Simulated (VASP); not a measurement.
Data:

```xyz
2
Lattice="0.0000 2.8698 2.8698 2.8698 0.0000 2.8698 2.8698 2.8698 0.0000" Properties=species:S:1:pos:R:3 pbc="T T T"
Zn     2.8698     5.7397     2.8698
Se     1.4349     1.4349     1.4349
```

These are B3LYP hybrid, VASP's PBE PAW potentials (set 64) (plane waves; VASP) values and carry that method's errors. Run with 520 eV cut-off, 6×6×6 Γ-centred mesh, Gaussian smearing of 0.050 eV, potentials Zn Se.

Problem. Estimate the energy per atom (σ→0), pressure, band gap (over the mesh, the named points and PBE's band edges) with the smallest direct gap where there is one.

Solution. 
```json
{
  "band gap (over the mesh, the named points and PBE's band edges)": "2.47 eV",
  "smallest direct gap (over the mesh, the named points and PBE's band edges)": "2.47 eV",
  "energy per atom (σ→0)": "-3.339 eV/atom",
  "pressure": "1.28 GPa"
}
```

Total energies compare only between runs with the same potentials, cut-off and functional.

The compound is ZnSe in the zinc blende structure. It was relaxed first.
